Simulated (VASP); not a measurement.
Level of theory: HSE06 screened hybrid, VASP's PBE PAW potentials (set 64) (plane waves; VASP 6.6.1).

The input files of a VASP run:

### INCAR
```
AEXX  =  0.25
ALGO  =  Normal
EDIFF  =  1E-5
ENCUT  =  400
GGA  =  PE
HFSCREEN  =  0.2
ISIF  =  0
ISMEAR  =  0
ISPIN  =  2
ISYM  =  0
LASPH  =  .TRUE.
LCHARG  =  .FALSE.
LHFCALC  =  .TRUE.
LMAXMIX  =  4
LORBIT  =  10
LREAL  =  Auto
LWAVE  =  .FALSE.
MAGMOM  =  72*0.0139
NELECT  =  287.0
NELM  =  50
NELMIN  =  4
NUPDOWN  =  1
PREC  =  Normal
PRECFOCK  =  Fast
SIGMA  =  0.05
SYSTEM  =  Ga37N35
```

**POSCAR**
```
Ga37N35
1
    4.8683178924    -8.4321738171     0.0000000000
    4.8683178924     8.4321738171     0.0000000000
    0.0000000000     0.0000000000    10.5562839808
Ga N
37 35
Direct
  0.2251474309   0.1119937599   0.2479932555
  0.1100868354   0.2216305498   0.0024419566
  0.2170951267   0.1084285996   0.7530634030
  0.1111493083   0.2221750144   0.4995596412
  0.2251364430   0.4460613784   0.2479621756
  0.1113021591   0.5556935246   0.0023796576
  0.2173177422   0.4421322056   0.7530017129
  0.1120516754   0.5567351827   0.4998831467
  0.2223055873   0.7775790796   0.2494850996
  0.1113913236   0.8887330158   0.0023367623
  0.2226397166   0.7779680453   0.7509717679
  0.1119260255   0.8882679667   0.4998681094
  0.5537057092   0.1121056821   0.2479953604
  0.4424379968   0.2180418454   0.9899601847
  0.5584991901   0.1082962022   0.7530308848
  0.4309243198   0.1951121347   0.5156474228
  0.5556149040   0.4441946397   0.2156441146
  0.4424986966   0.5577088927   0.9901062662
  0.5560177998   0.4443073277   0.4267151352
  0.5560301327   0.4447151668   0.7461030484
  0.4312657083   0.5689170457   0.5153656130
  0.5539190691   0.7748332466   0.2480082420
  0.4444159332   0.8888165717   0.0023876645
  0.5585481276   0.7835822653   0.7530283300
  0.4435495993   0.8883534065   0.4997725643
  0.8889169913   0.1110625682   0.2513434049
  0.7784814054   0.2217226042   0.0024156052
  0.8892208246   0.1113906142   0.7505121209
  0.7779989549   0.2223107565   0.4995249800
  0.8877970804   0.4462145994   0.2480332088
  0.7821570070   0.5577877448   0.9899801223
  0.8923814421   0.4421515777   0.7530081105
  0.8053132981   0.5693312146   0.5157803603
  0.8879504615   0.7748242920   0.2480138604
  0.7785610216   0.8901085975   0.0024268093
  0.8923752845   0.7837573613   0.7530585002
  0.7781147211   0.8891402492   0.4995294118
  0.2183339865   0.1070956974   0.4374017783
  0.1114640070   0.2222101189   0.1905749033
  0.2175614104   0.1089389942   0.9385500283
  0.1108933920   0.2221286714   0.6874082667
  0.2184646518   0.4443379248   0.4373438933
  0.1111119670   0.5553354000   0.1896104958
  0.2176741308   0.4418033960   0.9385299030
  0.1119699796   0.5564519360   0.6876826910
  0.2224374099   0.7777619327   0.4379054200
  0.1112393259   0.8887502449   0.1896534345
  0.2224136929   0.7777721927   0.9390663763
  0.1119180306   0.8887965495   0.6876710172
  0.5556806695   0.1072028956   0.4374267575
  0.4399364781   0.2130934796   0.1743167146
  0.5582944101   0.1090317417   0.9385563403
  0.4411309208   0.2150866683   0.7006471022
  0.4400722021   0.5599554453   0.1744489217
  0.5557005819   0.4444882122   0.9354179921
  0.4413399707   0.5594912463   0.7004495976
  0.5558760187   0.7817692911   0.4374101432
  0.4445758949   0.8887857319   0.1896535499
  0.5584009797   0.7825517655   0.9385414144
  0.4441319533   0.8887359621   0.6875884287
  0.8890043552   0.1111954426   0.4389746784
  0.7776180679   0.2223317605   0.1905776645
  0.8890308312   0.1111987041   0.9391746114
  0.7783881941   0.2222002279   0.6874038924
  0.8931930123   0.4446256450   0.4374673113
  0.7868191826   0.5600581730   0.1743415289
  0.8911391106   0.4419026930   0.9385224511
  0.7857099221   0.5596462624   0.7007512980
  0.8931154417   0.7818738357   0.4374460791
  0.7777574990   0.8885392044   0.1905607279
  0.8912733506   0.7826644646   0.9385237151
  0.7784679154   0.8897631592   0.6874088587
```

KPOINTS:
```
Automatic mesh
0
gamma
 1 1 1
```

POTCAR, in this order: Ga N (PBE.64 set). Program: vasp_gam. Read from the step before: WAVECAR.

The run wrote:

**OSZICAR**
```
       N       E                     dE             d eps       ncg     rms          rms(c)
DAV:   1    -0.510121207734E+03   -0.51012E+03   -0.22739E+01   734   0.126E+01    0.970E+00
DAV:   2    -0.510289451643E+03   -0.16824E+00   -0.73702E-01   840   0.146E+00    0.664E+00
DAV:   3    -0.510242846608E+03    0.46605E-01   -0.21251E-02   824   0.365E-01    0.386E+00
DAV:   4    -0.510222948286E+03    0.19898E-01   -0.15422E-02   816   0.228E-01    0.218E+00
DAV:   5    -0.510217036296E+03    0.59120E-02   -0.38875E-03   832   0.116E-01    0.121E+00
DAV:   6    -0.510214861149E+03    0.21751E-02   -0.85923E-04   824   0.684E-02    0.675E-01
DAV:   7    -0.510214128441E+03    0.73271E-03   -0.34393E-04   816   0.462E-02    0.375E-01
DAV:   8    -0.510213892135E+03    0.23631E-03   -0.10381E-04   824   0.254E-02    0.208E-01
DAV:   9    -0.510213818000E+03    0.74135E-04   -0.35714E-05   630   0.141E-02    0.115E-01
DAV:  10    -0.510213797650E+03    0.20350E-04   -0.14092E-05   440   0.878E-03    0.631E-02
DAV:  11    -0.510213793672E+03    0.39777E-05   -0.58059E-06   464   0.467E-03
   1 F= -.51021379E+03 E0= -.51021379E+03  d E =-.522175E-15  mag=     1.0000
```

File OUTCAR:
```
------------------------ aborting loop because EDIFF is reached ----------------------------------------
  volume of cell :      866.68
      direct lattice vectors                 reciprocal lattice vectors
     4.868317892 -8.432173817  0.000000000     0.102704879 -0.059296690  0.000000000
     4.868317892  8.432173817  0.000000000     0.102704879  0.059296690  0.000000000
     0.000000000  0.000000000 10.556283981     0.000000000  0.000000000  0.094730305
  FREE ENERGIE OF THE ION-ELECTRON SYSTEM (eV)
  ---------------------------------------------------
  free  energy   TOTEN  =      -510.2137936723 eV

  energy  without entropy=     -510.2137936723  energy(sigma->0) =     -510.21379367

  exchange ACFDT corr.  =         0.00000000  see jH, gK, PRB 81, 115126

 total charge

# of ion       s       p       d       tot
------------------------------------------
    1        1.017   1.388   0.382   2.787
    2        1.023   1.411   0.390   2.824
    3        1.029   1.440   0.403   2.872
    4        1.017   1.390   0.382   2.789
    5        1.017   1.388   0.381   2.787
    6        1.024   1.413   0.390   2.827
    7        1.029   1.439   0.402   2.871
    8        1.035   1.447   0.405   2.887
    9        1.023   1.409   0.389   2.820
   10        1.024   1.414   0.391   2.829
   11        1.020   1.395   0.383   2.797
   12        1.035   1.448   0.405   2.888
   13        1.017   1.388   0.381   2.786
   14        1.025   1.436   0.406   2.867
   15        1.029   1.439   0.403   2.871
   16        1.097   1.431   0.332   2.861
   17        1.091   1.466   0.327   2.884
   18        1.025   1.436   0.406   2.867
   19        1.321   1.682   0.079   3.082
   20        1.009   1.346   0.372   2.726
   21        1.097   1.430   0.332   2.860
   22        1.017   1.388   0.381   2.787
   23        1.024   1.413   0.390   2.827
   24        1.029   1.439   0.402   2.871
   25        1.035   1.447   0.405   2.886
   26        1.020   1.400   0.386   2.805
   27        1.023   1.411   0.390   2.823
   28        1.023   1.395   0.382   2.800
   29        1.017   1.389   0.382   2.788
   30        1.017   1.387   0.381   2.785
   31        1.025   1.436   0.405   2.866
   32        1.029   1.439   0.403   2.871
   33        1.097   1.432   0.332   2.861
   34        1.017   1.387   0.381   2.786
   35        1.023   1.411   0.390   2.824
   36        1.029   1.440   0.403   2.872
   37        1.017   1.390   0.382   2.790
   38        1.242   2.442   0.000   3.684
   39        1.235   2.454   0.000   3.689
   40        1.235   2.468   0.000   3.703
   41        1.236   2.454   0.000   3.691
   42        1.242   2.442   0.000   3.684
   43        1.235   2.458   0.000   3.694
   44        1.235   2.468   0.000   3.703
   45        1.237   2.457   0.000   3.694
   46        1.237   2.458   0.000   3.695
   47        1.235   2.459   0.000   3.694
   48        1.236   2.450   0.000   3.686
   49        1.237   2.457   0.000   3.694
   50        1.242   2.442   0.000   3.684
   51        1.240   2.461   0.000   3.701
   52        1.235   2.468   0.000   3.703
   53        1.243   2.456   0.000   3.699
   54        1.240   2.460   0.000   3.701
   55        1.239   2.445   0.000   3.683
   56        1.243   2.456   0.000   3.699
   57        1.242   2.442   0.000   3.684
   58        1.235   2.458   0.000   3.694
   59        1.235   2.468   0.000   3.703
   60        1.237   2.457   0.000   3.694
   61        1.236   2.458   0.000   3.694
   62        1.235   2.453   0.000   3.689
   63        1.236   2.454   0.000   3.690
   64        1.236   2.455   0.000   3.691
   65        1.242   2.442   0.000   3.684
   66        1.240   2.461   0.000   3.701
   67        1.235   2.468   0.000   3.703
   68        1.243   2.456   0.000   3.699
   69        1.242   2.442   0.000   3.684
   70        1.235   2.454   0.000   3.689
   71        1.235   2.468   0.000   3.703
   72        1.236   2.455   0.000   3.691
--------------------------------------------------
tot         81.780 138.584  13.935 234.299

 magnetization (x)

# of ion       s       p       d       tot
------------------------------------------
    1       -0.011  -0.002   0.000  -0.013
    2       -0.008   0.001   0.000  -0.007
    3       -0.008   0.001   0.001  -0.006
    4       -0.013  -0.003   0.001  -0.015
    5       -0.011  -0.002   0.000  -0.013
    6       -0.009   0.000   0.000  -0.008
    7       -0.008   0.001   0.001  -0.006
    8       -0.009   0.006   0.009   0.007
    9       -0.010   0.000   0.000  -0.009
   10       -0.009   0.000   0.000  -0.008
   11       -0.009   0.001   0.000  -0.008
   12       -0.009   0.006   0.009   0.007
   13       -0.011  -0.002   0.000  -0.013
...
```
(Selected blocks of OUTCAR.)

The cell is charged, with a uniform compensating background. The supercell is sampled at Γ alone, which is coarse: total energies, pressure and levels can be off, energies of defects by several tenths of an eV.

The cell is a supercell with a defect, built from GaN (wurtzite): Ga_N, charge -1. The cell's shape comes from a PBE relaxation.
